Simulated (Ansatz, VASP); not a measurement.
## One calculation of LiCuAuO2, two programs

The input INCAR:

```
SYSTEM = LiCuAuO2
PREC = Accurate ; ENCUT = 520
EDIFF = 1E-7 ; ISMEAR = -1
SIGMA = 0.05 ; LREAL = .False.
LASPH = .True. ; NELM = 100
ALGO = Normal ; ISIF = 2
LWAVE = .False. ; LCHARG = .True.
GGA = PE ; LELF = .True.
LVHAR = .True. ; NBANDS = 26
```

The input KPOINTS:

```
regular mesh
0
Gamma
  9 9 4
  0 0 0
```

POSCAR

```
LiCuAuO2
1.0
    2.8351857308     -1.6558957482      0.0000000000
    2.8351857308      1.6558957482      0.0000000000
   -2.0377817712      0.0000000000      7.2875720081
Au Cu O Li
1 1 2 1
Direct
    0.9837460000      0.9837460000      0.9482990000
    0.5381130000      0.5381130000      0.6386720000
    0.8780830000      0.8780830000      0.6511660000
    0.0804940000      0.0804940000      0.2214780000
    0.4258140000      0.4258140000      0.2487190000
```

Contents of input.yaml:

```yaml
crystal:
  lattice:
    - [2.8351857308, -1.6558957482, 0.0]
    - [2.8351857308, 1.6558957482, 0.0]
    - [-2.0377817712, 0.0, 7.2875720081]
  atoms:
    - { symbol: Au, position: [0.983746, 0.983746, 0.948299] }
    - { symbol: Cu, position: [0.538113, 0.538113, 0.638672] }
    - { symbol: O, position: [0.878083, 0.878083, 0.651166] }
    - { symbol: O, position: [0.080494, 0.080494, 0.221478] }
    - { symbol: Li, position: [0.425814, 0.425814, 0.248719] }
hamiltonian:
  xc: pbe
  pseudopotentials: { kind: paw }
kpoints:
  mp_grid: { grid: [9, 9, 4] }
scf:
  occupations: { method: fermi_dirac, width: 0.05 }
output:
  forces: true
  stress: true
  eigenvalues: true
```

The cell comes from a database or a generator and needn't be the stable form of this composition.

Alike in both runs: task single point; functional PBE; k mesh 9 × 9 × 4; occupations fermi-dirac, width 0.05 eV; no spin polarisation.

|  | VASP | Ansatz |
| --- | --- | --- |
| version | VASP 6.6.1 | Ansatz 0.2.0 |
| potentials or method | VASP PAW PBE potentials, release 64 (Au, Cu, O, Li_sv) | Ansatz PAW |
| plane-wave cutoff (eV) | 520 | 420 |
| valence electrons in the cell | 37 | 53 |

VASP gave:

```
gap on the k mesh at the Fermi level (eV) : none
rms of the force components (eV/Å)        : 0.079
```

Task: Which values does Ansatz return?

Result: gap on the k mesh at the Fermi level (eV): none; rms of the force components (eV/Å): 0.095.

Atom by atom the forces differ by 0.026 eV/Å (rms over components). A gap of «none» marks a metal or a gap that the smearing closes. The two sets of potentials don't hold the same shells in valence.

Caveats: an odd number of electrons without spin polarisation forces a metal; a magnetic or distorted state may lie lower; the run has no spin polarisation, though such a crystal can be magnetic; semilocal functionals often make such compounds metallic where correlation or magnetic order opens a gap, which also shifts bond lengths. With open d or f shells a metallic result of PBE can be an artefact of self-interaction; +U or a hybrid may open a gap. The runs have no spin-orbit coupling, so splittings on Au are missing.
